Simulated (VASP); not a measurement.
Given:

```xyz
2
Lattice="0.0000 2.7518 2.7518 2.7518 0.0000 2.7518 2.7518 2.7518 0.0000" Properties=species:S:1:pos:R:3 pbc="T T T"
Mg     0.0000     0.0000     0.0000
Se     2.7518     2.7518     2.7518
```

These are PBE GGA, VASP's PBE PAW potentials (set 64) (plane waves; VASP) values and carry that method's errors. Run with 480 eV cut-off, 8×8×8 Γ-centred mesh, Gaussian smearing of 0.050 eV, potentials Mg Se.

Energy and stress use the plane-wave basis of the starting cell.

### Question
The ions, cell shape and volume at an external pressure of 20.0 GPa are relaxed. Which structure does the run end with?

### Answer

```xyz
2
Lattice="0.0000 2.5652 2.5652 2.5652 0.0000 2.5652 2.5652 2.5652 0.0000" Properties=species:S:1:pos:R:3 pbc="T T T"
Mg     0.0000     0.0000     0.0000
Se     2.5652     2.5652     2.5652
```
Space group Fm-3m (225), at a tolerance of 0.03 Å.

### Question
How do energy and volume change from the first to the last step?

### Answer
The energy (σ→0) changes by +206.6 meV/atom and the volume by -19.0 %, in 7 ionic steps.

```json
[
 {"step": "1", "E(σ→0) (eV)": "-7.4904", "max force (eV/Å)": "0.000", "pressure (GPa)": "0.03", "volume (Å³)": "41.68"},
 {"step": "2", "E(σ→0) (eV)": "-5.7675", "max force (eV/Å)": "0.000", "pressure (GPa)": "56.50", "volume (Å³)": "27.89"},
 {"step": "3", "E(σ→0) (eV)": "-7.1055", "max force (eV/Å)": "0.000", "pressure (GPa)": "19.08", "volume (Å³)": "33.99"},
 {"step": "4", "E(σ→0) (eV)": "-7.0821", "max force (eV/Å)": "0.000", "pressure (GPa)": "19.85", "volume (Å³)": "33.80"},
 {"step": "5", "E(σ→0) (eV)": "-7.0637", "max force (eV/Å)": "0.000", "pressure (GPa)": "20.44", "volume (Å³)": "33.65"},
 {"step": "6", "E(σ→0) (eV)": "-7.0894", "max force (eV/Å)": "0.000", "pressure (GPa)": "19.61", "volume (Å³)": "33.86"},
 {"step": "7", "E(σ→0) (eV)": "-7.0772", "max force (eV/Å)": "0.000", "pressure (GPa)": "20.01", "volume (Å³)": "33.76"}
]
```

The compound is MgSe in the rock salt structure. This run relaxes it under an external pressure of 20 GPa. Symmetry was kept, so distortions that lower it aren't found.
